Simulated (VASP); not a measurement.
These are PBE GGA, VASP's PBE PAW potentials (set 64) (plane waves; VASP) values and carry that method's errors.

The input files of a VASP run:

### INCAR
```
# general
SYSTEM  = CsSnI3
PREC    = Accurate
ENCUT   = 300   # plane-wave cut-off (eV)
LREAL   = Auto   # projection in real space or not
LASPH   = .True.

# electronic loop
EDIFF   = 1E-6
NELM    = 100   # most electronic steps
ALGO    = Normal
LMAXMIX = 4

# smearing
ISMEAR  = 0
SIGMA   = 0.01   # width (eV)

# functional
GGA     = PE

# ions
ISIF    = 2

# output
LWAVE   = .False.
LCHARG  = .False.
```

KPOINTS:
```
Regular mesh
0
G
 2 3 1
0 0 0
```

**POSCAR**
```
CsSnI3
10.8064440
  1.0000000000   0.0000000000   0.0000000000
  0.0000000000   0.4513038702   0.0000000000
  0.0000000000   0.0000000000   1.6951462479
Cs Sn I
4 4 12
direct
  0.5841500000   0.2500000000   0.1699000000
  0.4158500000   0.7500000000   0.8301000000
  0.9158500000   0.7500000000   0.6699000000
  0.0841500000   0.2500000000   0.3301000000
  0.8413600000   0.2500000000   0.9381000000
  0.1586400000   0.7500000000   0.0619000000
  0.6586400000   0.7500000000   0.4381000000
  0.3413600000   0.2500000000   0.5619000000
  0.5268500000   0.7500000000   0.6156000000
  0.4731500000   0.2500000000   0.3844000000
  0.9731500000   0.2500000000   0.1156000000
  0.0268500000   0.7500000000   0.8844000000
  0.7940100000   0.7500000000   0.2913600000
  0.2059900000   0.2500000000   0.7086400000
  0.7059900000   0.2500000000   0.7913600000
  0.2940100000   0.7500000000   0.2086400000
  0.6661100000   0.7500000000   0.9986300000
  0.3338900000   0.2500000000   0.0013700000
  0.8338900000   0.2500000000   0.4986300000
  0.1661100000   0.7500000000   0.5013700000
```

POTCAR, in this order: Cs_sv Sn_d I (PBE.64 set). Program: vasp_std.

Task: Predict the energy per atom (σ→0), largest force.

Result: 
energy per atom (σ→0): -2.813 eV/atom
largest force: 0.00381 Ha/bohr

OSZICAR:
```
...
DAV:  10    -0.562526750803E+02   -0.18170E-02   -0.53136E-03   912   0.219E-01    0.121E-01
DAV:  11    -0.562533117176E+02   -0.63664E-03   -0.95618E-04  1008   0.837E-02    0.760E-02
DAV:  12    -0.562535227754E+02   -0.21106E-03   -0.24965E-04   960   0.419E-02    0.290E-02
DAV:  13    -0.562536111337E+02   -0.88358E-04   -0.11075E-04   840   0.265E-02    0.303E-02
DAV:  14    -0.562536178095E+02   -0.66759E-05   -0.15460E-05   864   0.107E-02    0.988E-03
DAV:  15    -0.562536202505E+02   -0.24410E-05   -0.78953E-06   768   0.689E-03    0.946E-03
DAV:  16    -0.562536203763E+02   -0.12582E-06   -0.30707E-07   528   0.225E-03
   1 F= -.56253620E+02 E0= -.56253620E+02  d E =-.110860E-25
```

The structure comes from a computed database's CsSnI3 entry; how it stands against other phases isn't given here. The cell was not relaxed at this level, and its volume differs by +9.3 % from the start's. The k-mesh is coarse (spacing up to 0.43 per Å, 2π included), so the numbers may not be converged in it.
